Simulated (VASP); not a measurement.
Consider the following.

```xyz
4
Lattice="3.5806 0.0000 0.0000 -1.7903 3.1009 0.0000 0.0000 0.0000 7.3038" Properties=species:S:1:pos:R:3 pbc="T T T"
Rh     0.0000     2.0673     0.1104
Rh     1.7903     1.0336     3.7623
Se     0.0000     2.0673     2.6285
Se     1.7903     1.0336     6.2804
```

Method: r2SCAN meta-GGA, VASP's PBE PAW potentials (set 64) (plane waves; VASP 6.6.1). Run with 400 eV cut-off, 11×11×5 Γ-centred mesh, tetrahedra with Blöchl corrections, potentials Rh_pv Se.

The cores are frozen, which limits the accuracy of field gradients.

Q: Give the principal components of the electric field gradient (V/Å²) and the asymmetry η at each nucleus.

A: 
| atom | Vxx | Vyy | Vzz | η |
|---|---|---|---|---|
| Rh1 | 48.4 | 48.4 | -96.7 | 0.00 |
| Rh2 | 48.4 | 48.4 | -96.7 | 0.00 |
| Se3 | 30.9 | 30.9 | -61.8 | 0.00 |
| Se4 | 30.9 | 30.9 | -61.8 | 0.00 |

The structure was generated: RhSe was put into the wurtzite type (P6_3mc), which need not be its known phase. It was relaxed first, which changed the volume by -27 %.
